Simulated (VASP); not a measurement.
Level of theory: PBE GGA with D3 dispersion (zero damping), VASP's PBE PAW potentials (set 64) (plane waves; VASP).

VASP input:

### POSCAR
```
LiCl
1
    0.0000000000     2.5700000000     2.5700000000
    2.5700000000     0.0000000000     2.5700000000
    2.5700000000     2.5700000000     0.0000000000
Li Cl
1 1
Direct
  0.0000000000   0.0000000000   0.0000000000
  0.5000000000   0.5000000000   0.5000000000
```

### INCAR
```
# general
SYSTEM=LiCl
PREC  =Accurate
ENCUT =520
LREAL =.FALSE.
LASPH =.TRUE.   # aspherical one-centre terms

# electronic loop
EDIFF =1E-6   # SCF stop (eV)
NELM  =100   # most electronic steps
ALGO  =Normal   # blocked Davidson

# smearing
ISMEAR=0   # Gaussian
SIGMA =0.05

# functional
GGA   =PE
IVDW  =11   # D3, zero damping

# ions
IBRION=2   # conjugate gradients
NSW   =60   # most ionic steps
ISIF  =3   # ions, shape and volume
EDIFFG=-0.01   # ionic stop

# output
LWAVE =.FALSE.
LCHARG=.FALSE.
```

**KPOINTS**
```
K-points
0
gamma
  8 8 8
```

POTCAR, in this order: Li_sv Cl (PBE.64 set). Program: vasp_std.

What VASP printed:

### OSZICAR
```
       N       E                     dE             d eps       ncg     rms          rms(c)
DAV:   1     0.456334907579E+02    0.45633E+02   -0.42749E+03   522   0.102E+03
DAV:   2    -0.528678470622E+01   -0.50920E+02   -0.49225E+02   720   0.163E+02
DAV:   3    -0.739214902400E+01   -0.21054E+01   -0.21035E+01   631   0.398E+01
DAV:   4    -0.745095932899E+01   -0.58810E-01   -0.58710E-01   825   0.625E+00
DAV:   5    -0.745142046138E+01   -0.46113E-03   -0.46112E-03   675   0.546E-01    0.238E+00
DAV:   6    -0.737992042758E+01    0.71500E-01   -0.17537E-01   591   0.244E+00    0.171E+00
DAV:   7    -0.738168517813E+01   -0.17648E-02   -0.57945E-02   745   0.156E+00    0.922E-01
DAV:   8    -0.738605801832E+01   -0.43728E-02   -0.87894E-03   589   0.797E-01    0.140E-01
DAV:   9    -0.738604893491E+01    0.90834E-05   -0.31591E-04   698   0.160E-01    0.426E-02
DAV:  10    -0.738611436478E+01   -0.65430E-04   -0.11439E-04   563   0.976E-02    0.226E-02
DAV:  11    -0.738612068532E+01   -0.63205E-05   -0.58212E-06   758   0.231E-02    0.523E-03
DAV:  12    -0.738612222183E+01   -0.15365E-05   -0.42297E-07   540   0.605E-03    0.327E-03
DAV:  13    -0.738612154726E+01    0.67457E-06   -0.14820E-07   271   0.349E-03
   1 F= -.77161394E+01 E0= -.77161394E+01  d E =-.771614E+01
       N       E                     dE             d eps       ncg     rms          rms(c)
DAV:   1    -0.740035777074E+01   -0.14236E-01   -0.31426E-01   522   0.424E+00    0.844E-01
DAV:   2    -0.738640529671E+01    0.13952E-01   -0.36729E-02   657   0.136E+00    0.291E-01
DAV:   3    -0.738467996449E+01    0.17253E-02   -0.69512E-03   541   0.538E-01    0.184E-01
DAV:   4    -0.738466513370E+01    0.14831E-04   -0.19463E-04   895   0.127E-01    0.335E-02
DAV:   5    -0.738467441633E+01   -0.92826E-05   -0.23462E-05   687   0.416E-02    0.103E-02
DAV:   6    -0.738467201954E+01    0.23968E-05   -0.67655E-07   421   0.100E-02    0.349E-03
DAV:   7    -0.738467189171E+01    0.12783E-06   -0.25334E-07   261   0.495E-03
   2 F= -.77194802E+01 E0= -.77194802E+01  d E =-.334074E-02
       N       E                     dE             d eps       ncg     rms          rms(c)
DAV:   1    -0.739545933039E+01   -0.10787E-01   -0.28882E-01   522   0.408E+00    0.810E-01
DAV:   2    -0.738272774775E+01    0.12732E-01   -0.33339E-02   657   0.130E+00    0.280E-01
DAV:   3    -0.738111942088E+01    0.16083E-02   -0.64404E-03   541   0.519E-01    0.177E-01
DAV:   4    -0.738110452093E+01    0.14900E-04   -0.17820E-04   887   0.121E-01    0.325E-02
DAV:   5    -0.738111309459E+01   -0.85737E-05   -0.21551E-05   679   0.399E-02    0.999E-03
DAV:   6    -0.738111087005E+01    0.22245E-05   -0.63020E-07   428   0.967E-03    0.332E-03
DAV:   7    -0.738111077155E+01    0.98498E-07   -0.22688E-07   261   0.473E-03
   3 F= -.77206267E+01 E0= -.77206267E+01  d E =-.448730E-02
```

### OUTCAR
```
------------------------ aborting loop because EDIFF is reached ----------------------------------------
 Edisp (eV)   -0.33952
  FORCE on cell =-STRESS in cart. coord.  units (eV):
  Direction    XX          YY          ZZ          XY          YZ          ZX
  --------------------------------------------------------------------------------------
  Total      -0.00630    -0.00630    -0.00630     0.00000    -0.00000    -0.00000
  in kB      -0.30775    -0.30775    -0.30775     0.00000    -0.00000    -0.00000
  external pressure =       -0.31 kB  Pullay stress =        0.00 kB
  volume of cell :       32.78
      direct lattice vectors                 reciprocal lattice vectors
     0.000000000  2.540140125  2.540140125    -0.196839535  0.196839535  0.196839535
     2.540140125 -0.000000000  2.540140125     0.196839535 -0.196839535  0.196839535
     2.540140125  2.540140125 -0.000000000     0.196839535  0.196839535 -0.196839535
  FREE ENERGIE OF THE ION-ELECTRON SYSTEM (eV)
  ---------------------------------------------------
  free  energy   TOTEN  =        -7.7206267069 eV

  energy  without entropy=       -7.7206267069  energy(sigma->0) =       -7.72062671

 reached required accuracy - stopping structural energy minimisation
```
(Selected blocks of OUTCAR.)

CONTCAR:
```
LiCl
   1.00000000000000
     0.0000000000000000    2.5401401252964271    2.5401401252964271
     2.5401401252964271   -0.0000000000000000    2.5401401252964271
     2.5401401252964271    2.5401401252964271   -0.0000000000000000
  Li              Cl
     1     1
Direct
     0.0000000000000000    0.0000000000000000    0.0000000000000000
     0.5000000000000000    0.5000000000000000    0.5000000000000000
```

File OUTCAR:
```
 val. band max:        0.8005635333   @ k =   0.0000   0.0000   0.0000

 cond. band min:       7.3106417854   @ k =   0.0000   0.0000   0.0000


 Fermi energy:         1.1013174962

 k-point     1 :       0.0000    0.0000    0.0000
  band No.  band energies     occupation
      1     -42.6723      2.00000
      2     -12.6998      2.00000
      3       0.8006      2.00000
      4       0.8006      2.00000
      5       0.8006      2.00000
      6       7.3106      0.00000
      7      12.7622      0.00000
      8      12.7622      0.00000
      9      12.7622      0.00000

 k-point     2 :       0.1250    0.0000    0.0000
  band No.  band energies     occupation
      1     -42.6717      2.00000
      2     -12.6196      2.00000
      3       0.2542      2.00000
      4       0.7574      2.00000
      5       0.7574      2.00000
      6       7.7715      0.00000
      7      11.9937      0.00000
      8      12.6816      0.00000
      9      12.6816      0.00000

 k-point     3 :       0.2500    0.0000    0.0000
  band No.  band energies     occupation
      1     -42.6706      2.00000
      2     -12.4144      2.00000
      3      -0.8419      2.00000
      4       0.6588      2.00000
      5       0.6588      2.00000
      6       8.1354      0.00000
      7      11.5317      0.00000
      8      11.5318      0.00000
      9      11.9153      0.00000

 k-point     4 :       0.3750    0.0000    0.0000
  band No.  band energies     occupation
      1     -42.6695      2.00000
      2     -12.1905      2.00000
      3      -1.7721      2.00000
      4       0.5677      2.00000
      5       0.5677      2.00000
      6       7.7929      0.00000
      7      10.6269      0.00000
      8      10.6269      0.00000
      9      13.2211      0.00000

 k-point     5 :       0.5000    0.0000    0.0000
  band No.  band energies     occupation
      1     -42.6690      2.00000
      2     -12.0912      2.00000
      3      -2.1298      2.00000
...
```

Energy and stress use the plane-wave basis of the starting cell.

The compound is LiCl in the rock salt structure. This run relaxes it. Symmetry was kept, so distortions that lower it aren't found.
